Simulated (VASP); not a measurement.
Input:

```xyz
2
Lattice="2.2258 1.2851 3.9627 -2.2258 1.2851 3.9627 0.0000 -2.5701 3.9627" Properties=species:S:1:pos:R:3 pbc="T T T"
Sb     0.0000     0.0000     9.1317
Bi     0.0000     0.0000     2.7563
```

The numbers are results of r2SCAN meta-GGA, VASP's PBE PAW potentials (set 64) (plane waves; VASP), not measurements. Settings: 400 eV cut-off, 16×16×16 Γ-centred mesh, Gaussian smearing of 0.010 eV, potentials Sb Bi_d.

Problem. Predict the energy per atom (σ→0).

Solution. 
```yaml
energy per atom (σ→0): -4063.0 kJ/mol-atom
```

Total energies compare only between runs with the same potentials, cut-off and functional.

The structure comes from a computed database's BiSb entry (R3m); how it stands against other phases isn't given here. It was relaxed first.
